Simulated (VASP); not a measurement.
Method: r2SCAN meta-GGA with spin-orbit coupling, VASP's PBE PAW potentials (set 64) (plane waves; VASP).

Input for VASP

**KPOINTS_OPT**
```
k-points along high-symmetry lines
8
Line-mode
Reciprocal
  0.000000   0.000000   0.000000 ! GAMMA
  0.500000   0.000000   0.500000 ! X

  0.500000   0.000000   0.500000 ! X
  0.625000   0.250000   0.625000 ! U

  0.375000   0.375000   0.750000 ! K
  0.000000   0.000000   0.000000 ! GAMMA

  0.000000   0.000000   0.000000 ! GAMMA
  0.500000   0.500000   0.500000 ! L

  0.500000   0.500000   0.500000 ! L
  0.500000   0.250000   0.750000 ! W

  0.500000   0.250000   0.750000 ! W
  0.500000   0.000000   0.500000 ! X
```

INCAR:
```
# general
SYSTEM     = NiSi2
PREC       = Accurate
ENCUT      = 400
LREAL      = .FALSE.   # projection in real space or not
LASPH      = .TRUE.   # aspherical one-centre terms

# electronic loop
EDIFF      = 1E-6   # SCF stop (eV)
NELM       = 100   # most electronic steps
ALGO       = Normal
LMAXMIX    = 4
LMIXTAU    = .TRUE.

# smearing
ISMEAR     = 0   # Gaussian
SIGMA      = 0.05

# functional
METAGGA    = R2SCAN
GGA_COMPAT = .FALSE.

# spin
MAGMOM     = 9*0
LSORBIT    = .TRUE.

# output
LWAVE      = .FALSE.
LCHARG     = .FALSE.
```

POSCAR:
```
NiSi2
1.0
  0.0000000000   2.6922786862   2.6922786862
  2.6922786862   0.0000000000   2.6922786862
  2.6922786862   2.6922786862   0.0000000000
Si Ni
2 1
direct
  0.2500000000   0.2500000000   0.2500000000
  0.7500000000   0.7500000000   0.7500000000
  0.0000000000   0.0000000000   0.0000000000
```

### KPOINTS
```
Automatic mesh
0
Gamma
9 9 9
0 0 0
```

POTCAR, in this order: Si Ni (PBE.64 set). Program: vasp_ncl.

What VASP printed:

File OSZICAR:
```
       N       E                     dE             d eps       ncg     rms          rms(c)
DAV:   1     0.752543829126E+02    0.75254E+02   -0.66873E+03  1828   0.122E+03
DAV:   2    -0.278081690407E+02   -0.10306E+03   -0.98261E+02  1826   0.281E+02
DAV:   3    -0.343761184008E+02   -0.65679E+01   -0.63424E+01  2318   0.825E+01
DAV:   4    -0.345528486772E+02   -0.17673E+00   -0.17590E+00  2198   0.128E+01
DAV:   5    -0.345585442177E+02   -0.56955E-02   -0.56925E-02  2454   0.230E+00    0.163E+01
DAV:   6    -0.360414139889E+02   -0.14829E+01   -0.46959E+01  2076   0.179E+02    0.237E+01
DAV:   7    -0.305726371717E+02    0.54688E+01   -0.13087E+01  2164   0.111E+02    0.511E+00
DAV:   8    -0.305738630107E+02   -0.12258E-02   -0.27313E+00  2728   0.292E+01    0.370E+00
DAV:   9    -0.305119920099E+02    0.61871E-01   -0.29256E-01  2374   0.125E+01    0.625E-01
DAV:  10    -0.305354253457E+02   -0.23433E-01   -0.24649E-02  2426   0.242E+00    0.491E-01
DAV:  11    -0.305321659427E+02    0.32594E-02   -0.18026E-02  2282   0.356E+00    0.355E-01
DAV:  12    -0.305340498797E+02   -0.18839E-02   -0.36484E-03  2094   0.146E+00    0.875E-02
DAV:  13    -0.305340339856E+02    0.15894E-04   -0.55007E-04  2580   0.532E-01    0.229E-02
DAV:  14    -0.305340375076E+02   -0.35220E-05   -0.69225E-05  2100   0.123E-01    0.152E-02
DAV:  15    -0.305340412108E+02   -0.37032E-05   -0.54824E-06  1988   0.226E-02    0.600E-03
DAV:  16    -0.305340407399E+02    0.47089E-06   -0.39956E-06  2098   0.487E-02
   1 F= -.30534041E+02 E0= -.30533293E+02  d E =-.149531E-02  mag=     0.0000     0.0000     0.0000
       N       E                     dE             ncg
       N       E                     dE             ncg
```

**OUTCAR**
```
------------------------ aborting loop because EDIFF is reached ----------------------------------------
  FORCE on cell =-STRESS in cart. coord.  units (eV):
  Direction    XX          YY          ZZ          XY          YZ          ZX
  --------------------------------------------------------------------------------------
  Total       -0.0619045     -0.0619045     -0.0619045      0.0000000     -0.0000000      0.0000000
  in kB       -2.5412249     -2.5412249     -2.5412249      0.0000000     -0.0000000      0.0000000
  external PRESSURE =      -2.5412249 kB  Pullay stress =       0.0000000 kB
  volume of cell :       39.03
      direct lattice vectors                 reciprocal lattice vectors
     0.000000000  2.692278686  2.692278686    -0.185716287  0.185716287  0.185716287
     2.692278686  0.000000000  2.692278686     0.185716287 -0.185716287  0.185716287
     2.692278686  2.692278686  0.000000000     0.185716287  0.185716287 -0.185716287
 POSITION                                       TOTAL-FORCE (eV/Angst)
 -----------------------------------------------------------------------------------
      1.34614      1.34614      1.34614         0.000000      0.000000     -0.000000
      4.03842      4.03842      4.03842        -0.000000     -0.000000      0.000000
      0.00000      0.00000      0.00000         0.000000      0.000000     -0.000000
 -----------------------------------------------------------------------------------
    total drift:                               -0.000000      0.000000      0.000000
  FREE ENERGIE OF THE ION-ELECTRON SYSTEM (eV)
  ---------------------------------------------------
  free  energy   TOTEN  =       -30.5340407399 eV

  energy  without entropy=      -30.5325454337  energy(sigma->0) =      -30.53329309

 Ion:    1  E_soc:     -0.0002628

 Ion:    2  E_soc:     -0.0002628

 Ion:    3  E_soc:     -0.0138044
```
(Selected blocks of OUTCAR.)

### OUTCAR
```
 val. band max:       10.6674123588   @ k =   0.1111   0.1111   0.0000

 cond. band min:      10.6941471653   @ k =   0.3333   0.2222   0.0000


 Fermi energy:        10.6707915964

 k-point     1 :       0.0000    0.0000    0.0000
  band No.  band energies     occupation
      1      -4.0990      1.00000
      2      -4.0990      1.00000
      3       5.0295      1.00000
      4       5.0295      1.00000
      5       5.0295      1.00000
      6       5.0295      1.00000
      7       5.0892      1.00000
      8       5.0892      1.00000
      9       6.8178      1.00000
     10       6.8178      1.00000
     11       6.8178      1.00000
     12       6.8178      1.00000
     13      10.7854      0.00060
     14      10.7854      0.00060
     15      12.3690      0.00000
     16      12.3690      0.00000
     17      12.3690      0.00000
     18      12.3690      0.00000
     19      12.4177      0.00000
     20      12.4177      0.00000
     21      12.8276      0.00000
     22      12.8276      0.00000
     23      12.9696      0.00000
     24      12.9696      0.00000
     25      12.9696      0.00000
     26      12.9696      0.00000

 k-point     2 :       0.1111    0.0000    0.0000
  band No.  band energies     occupation
      1      -3.9045      1.00000
      2      -3.9045      1.00000
      3       4.6781      1.00000
      4       4.6781      1.00000
      5       5.0883      1.00000
      6       5.0883      1.00000
      7       5.1354      1.00000
      8       5.1354      1.00000
      9       6.7786      1.00000
     10       6.7786      1.00000
     11       6.7893      1.00000
     12       6.7893      1.00000
     13      10.0032      1.00000
     14      10.0032      1.00000
     15      11.5017      0.00000
     16      11.5017      0.00000
     17      11.5791      0.00000
     18      11.5791      0.00000
     19      11.5935      0.00000
     20      11.5935      0.00000
     21      13.6474      0.00000
     22      13.6474      0.00000
...
```

The compound is NiSi2 in the fluorite structure. It was relaxed first.
